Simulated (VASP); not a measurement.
Computed with rev-vdW-DF2, VASP's PBE PAW potentials (set 64) (plane waves; VASP).

VASP ran on this input.

### KPOINTS
```
kpoints
0
G
  7 7 7
0 0 0
```

POSCAR:
```
CeO2
1.0
  0.0000000000   2.6986545720   2.6986545720
  2.6986545720   0.0000000000   2.6986545720
  2.6986545720   2.6986545720   0.0000000000
Ce O
1 2
direct
  0.0000000000   0.0000000000   0.0000000000
  0.2500000000   0.2500000000   0.2500000000
  0.7500000000   0.7500000000   0.7500000000
```

### INCAR
```
ZAB_VDW = -1.8867
AGGAC = 0.0
LMAXMIX = 6
NELM = 100   # most electronic steps
LREAL = .FALSE.
PREC = Accurate
SYSTEM = CeO2
LCHARG = .FALSE.
NSW = 60
LASPH = .TRUE.   # aspherical one-centre terms
GGA = MK
SIGMA = 0.05   # width (eV)
ISIF = 3   # ions, shape and volume
ENCUT = 520
PARAM1 = 0.1234568
LWAVE = .FALSE.
PARAM2 = 0.7114
EDIFF = 1E-6   # SCF stop (eV)
ISMEAR = 0   # Gaussian
ALGO = Normal   # blocked Davidson
IBRION = 2   # conjugate gradients
LUSE_VDW = .TRUE.
EDIFFG = -0.02   # ionic stop
```

POTCAR, in this order: Ce O (PBE.64 set). Program: vasp_std.

Energy and stress use the plane-wave basis of the starting cell.

Q: Predict the energy per atom (σ→0), volume per atom.

A: 
| Item | Value |
|---|---|
| energy per atom (σ→0) | -684.8 kJ/mol-atom |
| volume per atom | 13.41 Å^3/atom |

### OSZICAR
```
...
DAV:   4    -0.212913902393E+02    0.41875E-01   -0.26433E-01   952   0.475E+00    0.251E-01
DAV:   5    -0.212910749582E+02    0.31528E-03   -0.24390E-02  1152   0.111E+00    0.218E-01
DAV:   6    -0.212908804336E+02    0.19452E-03   -0.18455E-03   864   0.388E-01    0.115E-01
DAV:   7    -0.212911622273E+02   -0.28179E-03   -0.37836E-04  1200   0.115E-01    0.970E-02
DAV:   8    -0.212911109138E+02    0.51313E-04   -0.77891E-04  1112   0.243E-01    0.266E-02
DAV:   9    -0.212911090785E+02    0.18354E-05   -0.33133E-05   920   0.535E-02    0.405E-03
DAV:  10    -0.212911096064E+02   -0.52798E-06   -0.27792E-06   712   0.116E-02
   3 F= -.21291110E+02 E0= -.21291110E+02  d E =-.126495E-01
```

The compound is CeO2 in the fluorite structure. This run relaxes it. Symmetry was kept, so distortions that lower it aren't found. The run is not spin-polarised, so no magnetic state was tried.
